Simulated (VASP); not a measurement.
Input for VASP

**INCAR**
```
LASPH  =  T   ! aspherical one-centre terms
LWAVE  =  F
LREAL  =  F   ! projection in real space or not
EDIFF  =  1E-6   ! SCF stop (eV)
SIGMA  =  0.1   ! width (eV)
PREC  =  Accurate
ALGO  =  Normal
SYSTEM  =  Hf
LCHARG  =  F
ENCUT  =  300
ISMEAR  =  0   ! Gaussian
LMAXMIX  =  6   ! l cut-off of mixed one-centre charges
GGA  =  PE   ! PBE
ISIF  =  2   ! forces and stress, cell fixed
NELM  =  100   ! most electronic steps
```

**KPOINTS**
```
Automatic mesh
0
gamma
  8 8 5
0 0 0
```

### POSCAR
```
Hf
1
    1.5785720000    -2.7341660000     0.0000000000
    1.5785720000     2.7341660000     0.0000000000
    0.0000000000     0.0000000000     4.9979850000
Hf
2
Direct
  0.3348780000   0.6691160000   0.2478480000
  0.6651220000   0.3308840000   0.7521520000
```

POTCAR, in this order: Hf_pv (PBE.64 set). Program: vasp_std.

Task: Translate this PBE calculation to Quantum ESPRESSO's pw.x.

Result: One equivalent input (not run):
```
&CONTROL
  calculation = 'scf'
  pseudo_dir = './pseudo'
  outdir = './out'
  tprnfor = .true.
  tstress = .true.
/
&SYSTEM
  ibrav = 0
  nat = 2
  ntyp = 1
  ecutwfc = 58
  occupations = 'smearing'
  smearing = 'gaussian'
  degauss = 0.00735
  input_dft = 'pbe'
/
&ELECTRONS
  conv_thr = 7.3e-08
  electron_maxstep = 100
/
ATOMIC_SPECIES
  Hf 178.490 Hf.upf
CELL_PARAMETERS angstrom
     1.5785720   -2.7341660    0.0000000
     1.5785720    2.7341660    0.0000000
     0.0000000    0.0000000    4.9979850
ATOMIC_POSITIONS crystal
  Hf   0.3348780  0.6691160  0.2478480
  Hf   0.6651220  0.3308840  0.7521520
K_POINTS automatic
  8 8 5 0 0 0
```
What does not carry over: the potentials are each code's own (VASP's PAW set, PseudoDojo norm-conserving files in pw.x), so ENCUT and ecutwfc are chosen apart and not converted; conv_thr bounds pw.x's estimated SCF error, while EDIFF bounds the energy change between steps.

The structure is a typed Hf crystal (P6_3/mmc). The cell was not relaxed at this level, atoms are displaced from their ideal sites.
